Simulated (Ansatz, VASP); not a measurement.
# Cross-check of Ga2O3 (glassy Ga2O3) between VASP and Ansatz

Wanted: the spread between two codes on one cell, functional and k mesh. Of the first pair: The structure shown is the start of the Ansatz relaxation below; VASP solves that cell, so the two are compared at the walk's first step.

Main program and level: Ansatz 0.2.0; plane waves, with VASP 6.6.1 beside it; PBE.

## Step 1: Set-up

The cell holds 175 atoms: 70 Ga and 105 O. Cell: a = 12.432 Å, b = 12.225 Å, c = 12.250 Å, α = 90.3°, β = 89.8°, γ = 88.3°. As first built, before any earlier steps moved the atoms or strained the cell (in the runner's words): 175 atoms (70 Fe, 105 O) placed at random at 4.52 g/cm^3, melted at 4500 K for 20 ps at fixed volume with the Morse and Coulomb pair potential with partial charges (Pedone, Malavasi, Menziani, Cormack and Segre, J. Phys. Chem. B 110, 11780 (2006)). Quenched from 4500 K to 300 K at 100 K/ps and fixed volume, held 5 ps. Then Fe was replaced by Ga (the potential has no terms for the new elements, so the cell is a start for a DFT relaxation).

## Step 2: Ansatz: relaxation, PBE

Ansatz runs on its PAW soft_1 files.

The two programs are compared at the cell with which this relaxation starts, whose forces are those of its first step.

Input file input.yaml:

```yaml
crystal:
  lattice:
    - [12.43011, 0.1859, 0.02145]
    - [0.1859, 12.22338, -0.02862]
    - [0.02145, -0.02862, 12.24982]
  atoms:
    - { symbol: Ga, position: [0.16365, 0.06664, 0.9759] }
    - { symbol: Ga, position: [0.89326, 0.01564, 0.254] }
    - { symbol: Ga, position: [0.3175, 0.48294, 0.18264] }
    - { symbol: Ga, position: [0.47042, 0.63442, 0.03935] }
    - { symbol: Ga, position: [0.23802, 0.24122, 0.14988] }
    - { symbol: Ga, position: [0.31154, 0.44082, 0.90336] }
    - { symbol: Ga, position: [0.35725, 0.82423, 0.20616] }
    - { symbol: Ga, position: [0.55967, 0.35551, 0.9673] }
    - { symbol: Ga, position: [0.11049, 0.30891, 0.95951] }
    - { symbol: Ga, position: [0.11323, 0.90953, 0.17397] }
    - { symbol: Ga, position: [0.09816, 0.12913, 0.32899] }
    - { symbol: Ga, position: [0.69567, 0.40648, 0.65653] }
    - { symbol: Ga, position: [0.09226, 0.59319, 0.55136] }
    - { symbol: Ga, position: [0.22238, 0.70177, 0.01287] }
    - { symbol: Ga, position: [0.07209, 0.62956, 0.28657] }
    - { symbol: Ga, position: [0.11381, 0.18368, 0.74169] }
    - { symbol: Ga, position: [0.49944, 0.83757, 0.43514] }
    - { symbol: Ga, position: [0.80528, 0.95725, 0.00607] }
    - { symbol: Ga, position: [0.14638, 0.42264, 0.70959] }
    - { symbol: Ga, position: [0.89273, 0.54251, 0.72557] }
    - { symbol: Ga, position: [0.51615, 0.85841, 0.69767] }
    - { symbol: Ga, position: [0.70108, 0.68982, 0.60037] }
    - { symbol: Ga, position: [0.88743, 0.68115, 0.45636] }
    - { symbol: Ga, position: [0.61485, 0.03712, 0.87345] }
    - { symbol: Ga, position: [0.39836, 0.18281, 0.94144] }
    - { symbol: Ga, position: [0.99015, 0.99983, 0.78874] }
    - { symbol: Ga, position: [0.82776, 0.61586, 0.97307] }
    - { symbol: Ga, position: [0.90531, 0.27667, 0.67092] }
    - { symbol: Ga, position: [0.7484, 0.20446, 0.51408] }
    - { symbol: Ga, position: [0.45504, 0.43421, 0.67302] }
[... 139 atom lines left out ...]
    - { symbol: O, position: [0.85442, 0.68665, 0.68961] }
    - { symbol: O, position: [0.89577, 0.20813, 0.52459] }
    - { symbol: O, position: [0.76685, 0.01131, 0.32587] }
    - { symbol: O, position: [0.01577, 0.95011, 0.64313] }
    - { symbol: O, position: [0.48919, 0.73293, 0.91075] }
    - { symbol: O, position: [0.15368, 0.30784, 0.81437] }
kpoints:
  mp_grid: { grid: [1, 1, 1] }
hamiltonian:
  xc: pbe
  pseudopotentials: { kind: paw, azcp: { folder: soft_1 } }
scf:
  occupations: { method: fermi_dirac, width: 0.025 }
output:
  forces: true
  eigenvalues: true
  stress: true
relax:
  f_tol: 0.05
  max_steps: 70
```

Started as:

```
$ ansatz run input.yaml --threads 4 --pin off --max-ram 15872MiB --backend cpu --events-out ev --progress --plain --runs-dir out
```

Numbers of over 12 decimals in the logs are rounded to 6 here.

The log of the run:

```text
Warning: output.stress: scf.convergence.dr2_threshold = 1e-7 eV (the SCF's general default) is looser than the 1.08e-8 eV advised for a printed stress (1e-10 eV for each atom of the cell: 175, of which 108 are counted). What an SCF threshold leaves in a stress goes as its square root, and in the free energy as the threshold itself, and one threshold admits the most on a small cell: [figures from the program's tests c [...]
Engine: ansatz 0.2.0, aarch64-unknown-linux-gnu
Pseudopotentials: kind: paw
Pseudopotential: Ga, paw, valence charge 13, recommended cutoff 420 eV (normal), soft_1/Ga.paw.azcp
Pseudopotential: O, paw, valence charge 6, recommended cutoff 420 eV (normal), soft_1/O.paw.azcp
Functional definition: PBE
  parameter kappa = 0.804
  parameter beta = 0.066725
  exchange = pbe_x(kappa = kappa, mu = beta*pi^2/3)
  correlation = pbe_c(beta = beta)
Crystal: 175 atoms, lattice volume = 1860.773 Å³
Basis set: ecut = 420 eV, 36367 PW (Γ), exchange–correlation on 180×180×180 points (8 copies of the dense FFT grid, shifted against one another)
Bands: 945, of which v1, the nominal top of the filled ones, is band 770 counted from 1 (769 counted from 0)
Symmetry: 1 space group operations
Space group: P1 (ITA 1), of the structure as read, at distance tolerance 1.2e-4 Å
k-points: 1
Non-local potential: Ga, projectors of the file, l = 0: 2, l = 1: 2, l = 2: 3, l = 3: 1
Non-local potential: O, projectors of the file, l = 0: 2, l = 1: 2, l = 2: 1
PAW form: soft (Blöchl's): semilocal exchange-correlation on the pseudo side does not see the compensation charge
PAW one-centre angular grid: Ga, 590 points (default); XC on 64 Gauss nodes
PAW one-centre angular grid: O, 110 points (default); XC on 64 Gauss nodes
Initial density: superposition of atomic densities (chi_scale 0.1, normalization cell, long waves kept (reshape's long-wave potential 0.16 eV rms))
Initial wavefunctions: pseudopotential atomic-orbital guess
Functional: x = pbe(κ = 0.804, μ = 0.219515), c = pbe(β = 0.066725)
SCF iter   1: F=—  HF=-324470.381967 eV  |F-HF|=—  |Δ(HF+E_count)|=         —  Δρ=1.22e-1  dr2=1.42e2  ethr=3.10e-3  ⟨swp⟩=5.0  Hψ=2877  notcnv=0  defer=78
preconditioner: auto → Resta (q_TF=auto, 2.644 Å⁻¹)  ε∞=4.3  [insulator: Δε(μ)=2.542 eV  Ē_g=18.711 eV  σ=0.025 eV  W_gap=1.00  n_scr=594 (ndim 8)  ℏωp=33.8 eV  f_vac=0.019  D(μ)=0.00/eV (n_scr^D=0)  ε∞_Penn≈4.3]
SCF iter   2: F=—  HF=-324434.083881 eV  |F-HF|=—  |Δ(HF+E_count)|=    3.63e1  Δρ=5.36e-2  dr2=2.70e1  ethr=3.10e-3  ⟨swp⟩=3.0  Hψ=1801  notcnv=0  defer=168
SCF iter   3: F=—  HF=-324424.529348 eV  |F-HF|=—  |Δ(HF+E_count)|=    9.55e0  Δρ=1.63e-2  dr2=4.07e0  ethr=1.75e-3  ⟨swp⟩=3.0  Hψ=1450  notcnv=0  defer=168
SCF iter   4: F=—  HF=-324423.574640 eV  |F-HF|=—  |Δ(HF+E_count)|=   9.55e-1  Δρ=5.08e-3  dr2=4.24e-1  ethr=2.64e-4  ⟨swp⟩=2.0  Hψ=1450  notcnv=0  defer=168
SCF iter   5: F=—  HF=-324423.806139 eV  |F-HF|=—  |Δ(HF+E_count)|=   2.31e-1  Δρ=2.88e-3  dr2=1.31e-1  ethr=2.75e-5  ⟨swp⟩=2.0  Hψ=1829  notcnv=0  defer=168
SCF iter   6: F=—  HF=-324423.855235 eV  |F-HF|=—  |Δ(HF+E_count)|=   4.91e-2  Δρ=6.12e-4  dr2=7.40e-3  ethr=8.52e-6  ⟨swp⟩=2.0  Hψ=1457  notcnv=0  defer=168
SCF iter   7: F=—  HF=-324423.867746 eV  |F-HF|=—  |Δ(HF+E_count)|=   1.25e-2  Δρ=5.90e-4  dr2=5.29e-3  ethr=4.80e-7  ⟨swp⟩=2.0  Hψ=1549  notcnv=0  defer=168
SCF iter   8: F=—  HF=-324423.867152 eV  |F-HF|=—  |Δ(HF+E_count)|=   5.95e-4  Δρ=1.24e-4  dr2=3.13e-4  ethr=3.44e-7  ⟨swp⟩=2.0  Hψ=1518  notcnv=0  defer=168
SCF iter   9: F=—  HF=-324423.867505 eV  |F-HF|=—  |Δ(HF+E_count)|=   3.54e-4  Δρ=6.53e-5  dr2=7.48e-5  ethr=2.04e-8  ⟨swp⟩=2.0  Hψ=1471  notcnv=0  defer=168
SCF iter  10: F=-324423.867520 eV  HF=-324423.867528 eV  |F-HF|=7.96e-6  |Δ(HF+E_count)|=   2.30e-5  Δρ=4.11e-5  dr2=2.79e-5  ethr=4.06e-9  ⟨swp⟩=11.0  Hψ=4843  notcnv=0
SCF 1 converged in 10 iterations: F = -324423.867520 eV  dr2 = 2.79e-5
[...]
- { symbol: Ga, position: [0.736205, 0.242829, 0.819657] }
    - { symbol: Ga, position: [0.287191, 0.986101, 0.790934] }
    - { symbol: O, position: [0.090137, 0.040779, 0.101998] }
    - { symbol: O, position: [0.634864, 0.166918, 0.206399] }
    - { symbol: O, position: [0.054486, 0.307057, 0.639404] }
    - { symbol: O, position: [0.934788, 0.954873, 0.421157] }
    - { symbol: O, position: [0.889482, 0.648263, 0.111124] }
    - { symbol: O, position: [0.085432, 0.280484, 0.141085] }
    - { symbol: O, position: [0.018136, 0.744981, 0.518670] }
    - { symbol: O, position: [0.621056, 0.148656, 0.459154] }
    - { symbol: O, position: [0.471003, 0.530015, 0.790401] }
    - { symbol: O, position: [0.765382, 0.591140, 0.470276] }
    - { symbol: O, position: [0.186374, 0.590473, 0.151686] }
    - { symbol: O, position: [0.806222, 0.793259, 0.521136] }
    - { symbol: O, position: [0.782496, 0.481690, 0.070113] }
    - { symbol: O, position: [0.197435, 0.411208, 0.016998] }
    - { symbol: O, position: [0.791982, 0.034970, 0.558573] }
    - { symbol: O, position: [0.017370, 0.490751, 0.198669] }
    - { symbol: O, position: [0.566771, 0.950437, 0.213485] }
    - { symbol: O, position: [0.342251, 0.498776, 0.322452] }
    - { symbol: O, position: [0.661375, 0.559385, 0.678027] }
    - { symbol: O, position: [0.961974, 0.128104, 0.707547] }
    - { symbol: O, position: [0.030454, 0.175915, 0.952705] }
    - { symbol: O, position: [0.170437, 0.601028, 0.407232] }
    - { symbol: O, position: [0.874284, 0.300851, 0.822108] }
    - { symbol: O, position: [0.872627, 0.280447, 0.108107] }
[...]
- { symbol: O, position: [0.341552, 0.562337, 1.015243] }
    - { symbol: O, position: [0.763684, 0.848080, 0.101971] }
    - { symbol: O, position: [0.856427, 0.679721, 0.691696] }
    - { symbol: O, position: [0.893430, 0.215881, 0.515350] }
    - { symbol: O, position: [0.762496, 0.014834, 0.322036] }
    - { symbol: O, position: [0.025744, 0.947481, 0.629287] }
    - { symbol: O, position: [0.489534, 0.724678, 0.904553] }
    - { symbol: O, position: [0.151578, 0.305229, 0.819239] }
```

## Step 3: VASP: single point, PBE, start cell, pair 1

The same cell, functional, mesh and smearing now go to VASP, with its own data sets.

Lines of VASP's logs that name or quote its potential files are left out, and so is its time.

Input file INCAR:

```
SYSTEM = Ga2O3
PREC = Accurate
ENCUT = 520
EDIFF = 1E-06
NELM = 120
ISMEAR = -1
SIGMA = 0.025
LREAL = Auto
ALGO = Normal
GGA = PE
NBANDS = 893
LORBIT = 11
LWAVE = .FALSE.
LCHARG = .FALSE.
ISIF = 2
LASPH = .TRUE.
GGA_COMPAT = .FALSE.
EFERMI = MIDGAP
```

Input file POSCAR:

```
Ga2O3
1.0
   12.4301100000      0.1859000000      0.0214500000
    0.1859000000     12.2233800000     -0.0286200000
    0.0214500000     -0.0286200000     12.2498200000
Ga O
70 105
Direct
    0.1636492305      0.0666434211      0.9758998139
    0.8932618923      0.0156431504      0.2540026906
    0.3175034772      0.4829436106      0.1826403487
    0.4704235868      0.6344214560      0.0393529502
    0.2380221911      0.2412214321      0.1498796049
    0.3115398006      0.4408223420      0.9033629724
    0.3572497215      0.8242309070      0.2061602931
    0.5596701844      0.3555106266      0.9673015431
    0.1104891353      0.3089097577      0.9595137729
    0.1132320422      0.9095298671      0.1739700598
    0.0981599057      0.1291269533      0.3289917798
    0.6956698414      0.4064804458      0.6565330227
    0.0922597306      0.5931934479      0.5513630588
    0.2223765159      0.7017722144      0.0128666988
    0.0720924480      0.6295639784      0.2865733323
    0.1138079117      0.1836783595      0.7416938122
    0.4994374517      0.8375676955      0.4351376799
    0.8052797963      0.9572534055      0.0060673006
    0.1463792675      0.4226405933      0.7095905196
    0.8927261243      0.5425101707      0.7255680219
    0.5161463537      0.8584135996      0.6976671051
    0.7010786112      0.6898216393      0.6003683776
    0.8874325931      0.6811526253      0.4563625555
    0.6148509121      0.0371171706      0.8734474255
    0.3983569893      0.1828127316      0.9414413716
    0.9901531989      0.9998301738      0.7887361899
    0.8277593313      0.6158582072      0.9730731084
    0.9053078609      0.2766669380      0.6709240915
    0.7483975562      0.2044594776      0.5140809010
    0.4550438230      0.4342063462      0.6730193828
[... 139 atom lines left out ...]
    0.8544219918      0.6866512905      0.6896121419
    0.8957728926      0.2081330701      0.5245907646
    0.7668481747      0.0113118781      0.3258721232
    0.0157664785      0.9501116267      0.6431322259
    0.4891921426      0.7329335054      0.9107467200
    0.1536836260      0.3078393659      0.8143722805
```

Input file KPOINTS:

```
Automatic mesh
0
Gamma
1 1 1
0 0 0
```

PAW data sets: Ga_d and O (PBE family, release 64).

Started as:

```
$ export OMP_NUM_THREADS=3
$ mpirun -np 1 vasp_gam
```

The log of the run:

```text
[banner, memory and clock lines left out]
running    1 mpi-ranks, on    1 nodes
[...]
Offloading initialized ...    1 GPUs detected
[...]
LDA part: xc-table for (Slater+PW92), standard interpolation
 POSCAR, INCAR and KPOINTS ok, starting setup
[...]
entering main loop
       N       E                     dE             d eps       ncg     rms          rms(c)
DAV:   1     0.469957866170E+05    0.46996E+05   -0.51819E+05  1786   0.370E+03
DAV:   2     0.109430457428E+05   -0.36053E+05   -0.34484E+05  1786   0.107E+03
DAV:   3     0.505551967724E+03   -0.10437E+05   -0.98567E+04  2242   0.399E+02
DAV:   4    -0.102615364126E+04   -0.15317E+04   -0.14910E+04  2060   0.160E+02
[...]
DAV:  21    -0.101471706251E+04    0.15573E-05   -0.19813E-05  2588   0.364E-02    0.646E-03
DAV:  22    -0.101471706306E+04   -0.54798E-06   -0.15443E-05  1700   0.863E-03    0.528E-03
DAV:  23    -0.101471706280E+04    0.26333E-06   -0.14724E-06  1092   0.455E-03
   1 F= -.10147171E+04 E0= -.10147171E+04  d E =-.526721E-14
```

From OUTCAR (step 3):

```text
  Total      146.0919840    151.7860970    149.4434765      1.4994174     -1.3403477      0.5945537
[...]
0.78790      3.75680      7.79890        -0.311546      0.202177     -0.037535
     11.76630     11.81130      5.28240        -0.213144      0.001318     -0.163394
     11.14840      8.09350      1.33670         0.429985      0.099579     -0.230562
      1.18100      3.50790      1.85850        -0.072494      0.010613     -0.326771
      0.21300      9.16900      6.37260         0.414383      0.089804     -0.129983
      7.84650      1.86420      5.63940        -0.299865      0.216765     -0.097947
      6.15930      6.76180      9.40040         0.042444      0.068499      0.031955
      9.57910      7.32510      5.66590        -0.200935     -0.215396      0.279880
      2.74610      7.20320      1.59300         0.040108      0.375240      0.304726
      9.93640      9.76780      6.25590        -0.087703      0.127372      0.216523
      9.98630      5.96640      0.76600         0.073105     -0.116877     -0.009549
      2.69770      5.02990      0.10500         0.338867     -0.026348      0.454934
      9.87780      0.56470      6.90460        -0.051754      0.234105     -0.223799
      0.56530      6.19380      2.43190         0.027781     -0.164258     -0.104420
[...]
-----------------------------------------------------------------------------------
    total drift:                               -0.012415     -0.051924      0.003360

  FREE ENERGIE OF THE ION-ELECTRON SYSTEM (eV)
  ---------------------------------------------------
  free  energy   TOTEN  =     -1014.7170627957 eV

  energy  without entropy=    -1014.7170627957  energy(sigma->0) =    -1014.71706280

[... 2 further parts left out ...]
[key lines of the parts left out:]
E-fermi :   5.0762
```

The run ends at a pressure of 12.84 GPa, with forces up to 0.82 eV/Å.

## Step 4: Differences

Known differences besides the potentials themselves: the cutoff is 420 eV in Ansatz and 520 eV in VASP (PREC = Accurate, projectors in real space). Total energies have different zeros and are not compared.

Forces on 9 of the 175 atoms, those with the largest forces and the largest differences (eV/Å; atoms numbered as in POSCAR):

| atom | Ansatz x, y, z | VASP x, y, z |
| --- | --- | --- |
| Ga24 | -0.208, -0.527, -0.177 | -0.265, -0.548, -0.194 |
| O91 | -0.447, -0.295, -0.545 | -0.472, -0.299, -0.595 |
| O112 | -0.269, 0.533, 0.223 | -0.281, 0.570, 0.250 |
| O114 | -0.091, 0.592, -0.104 | -0.088, 0.648, -0.110 |
| O117 | -0.526, 0.175, 0.361 | -0.545, 0.189, 0.378 |
| O123 | -0.205, -0.094, 0.577 | -0.224, -0.100, 0.616 |
| O143 | -0.273, 0.409, -0.473 | -0.271, 0.413, -0.510 |
| O156 | 0.271, 0.035, 0.572 | 0.289, 0.039, 0.616 |
| O171 | 0.443, 0.282, -0.448 | 0.471, 0.307, -0.488 |

The forces differ by 18 meV/Å r.m.s., which is 8.5 % of the r.m.s. force of 0.211 eV/Å (both taken over all components).

## Step 5: Ansatz: relaxation, PBE

This run makes the geometry at which the two programs are then compared.

The structure compared here is the end of the Ansatz relaxation.

This is the run of step 2 again, met here at its other cell.

(Continued in part 2 of 2.)

[Lines on the potential files, build, host, timing and source positions are cut from VASP's logs without a mark.]

[Logs are printed without paths, hosts, clocks, repeated set-up lines and the standing remarks that a program may print on its own settings, such as how far it seeks lower states.]

[Hosts, paths, dates, database ids (printed as entryN), source tags and the programs' standing remarks are cut or masked in the printed files.]
